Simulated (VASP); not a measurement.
Crystal: Sr2C.

```
CELL_PARAMETERS angstrom
0.00000 3.36014 3.36014
3.36014 0.00000 3.36014
3.36014 3.36014 0.00000
ATOMIC_POSITIONS crystal
C 0.00000 0.00000 0.00000
Sr 0.25000 0.25000 0.25000
Sr 0.75000 0.75000 0.75000
```

The cell was built by a generator and needn't be a form met in nature.

Base run:

```yaml
Program: VASP 6.6.1
Functional: HSE06
Potentials_or_basis: VASP PAW PBE potentials, release 64 (C, Sr_sv)
Cutoff: 520 eV
k_mesh: 4 × 4 × 4
Occupations: fermi-dirac, width 0.02 eV
Spin: no spin polarisation
```

Its results: band gap on the k mesh 0.37 eV, indirect (least direct gap 0.39 eV); pressure 0.4 GPa.

**Question.** The run is repeated on the same cell with these changes: functional from HSE06 to PBE. What comes out?

**Answer.** Band gap on the k mesh none (metal or under the smearing width); pressure 0.4 GPa.

HSE06 gives the wider gap, since exact exchange removes part of the self-interaction.

Caveats: some runs use coarse meshes; the PAW data sets were made with another functional, which shifts forces and pressure a little (some runs).

A k mesh can miss the band edges.
